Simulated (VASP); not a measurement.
Input for VASP

**POSCAR**
```
GaAs
1
    2.8815000000     0.0000000000     2.8815000000
    0.0000000000     2.8815000000     2.8815000000
    2.8815000000     2.8815000000     0.0000000000
Ga As
1 1
Direct
  0.0000000000   0.0000000000   0.0000000000
  0.2500000000   0.2500000000   0.2500000000
```

### INCAR
```
SYSTEM = GaAs
PREC = Accurate
ENCUT = 400
EDIFF = 1E-6
NELM = 100
ALGO = Normal
LREAL = .FALSE.
LASPH = .TRUE.
ISMEAR = 0
SIGMA = 0.05
GGA = PE
LMAXMIX = 4
LWAVE = .FALSE.
LCHARG = .FALSE.
ISIF = 2
```

### KPOINTS
```
Automatic mesh
0
Gamma
6 6 6
0 0 0
```

POTCAR, in this order: Ga_d As (PBE.64 set). Program: vasp_std.

Question: Does this input run properly? What does VASP do?

Answer: There is a fault: the lattice vectors form a left-handed set. VASP stops with an error: ERROR: the triple product of the basis vectors is negative exchange two basis vectors ----> I REFUSE TO CONTINUE WITH THIS SICK JOB ... BYE!!! <----

standard output:
```
 -----------------------------------------------------------------------------
|                                                                             |
|     EEEEEEE  RRRRRR   RRRRRR   OOOOOOO  RRRRRR      ###     ###     ###     |
|     E        R     R  R     R  O     O  R     R     ###     ###     ###     |
|     E        R     R  R     R  O     O  R     R     ###     ###     ###     |
|     EEEEE    RRRRRR   RRRRRR   O     O  RRRRRR       #       #       #      |
|     E        R   R    R   R    O     O  R   R                               |
|     E        R    R   R    R   O     O  R    R      ###     ###     ###     |
|     EEEEEEE  R     R  R     R  OOOOOOO  R     R     ###     ###     ###     |
|                                                                             |
|     ERROR: the triple product of the basis vectors is negative exchange     |
|     two basis vectors                                                       |
|                                                                             |
|       ---->  I REFUSE TO CONTINUE WITH THIS SICK JOB ... BYE!!! <----       |
|                                                                             |
 -----------------------------------------------------------------------------
```

To mend it, correct POSCAR.
File POSCAR:
```
GaAs
1
    0.0000000000     2.8815000000     2.8815000000
    2.8815000000     0.0000000000     2.8815000000
    2.8815000000     2.8815000000     0.0000000000
Ga As
1 1
Direct
  0.0000000000   0.0000000000   0.0000000000
  0.2500000000   0.2500000000   0.2500000000
```
The mended run (PBE GGA, plane waves, VASP's PBE PAW potentials (set 64)) converges, and its OSZICAR ends with
```
   1 F= -.82494621E+01 E0= -.82493705E+01  d E =-.183170E-03
```

The compound is GaAs in the zinc blende structure. The cell was not relaxed at this level.
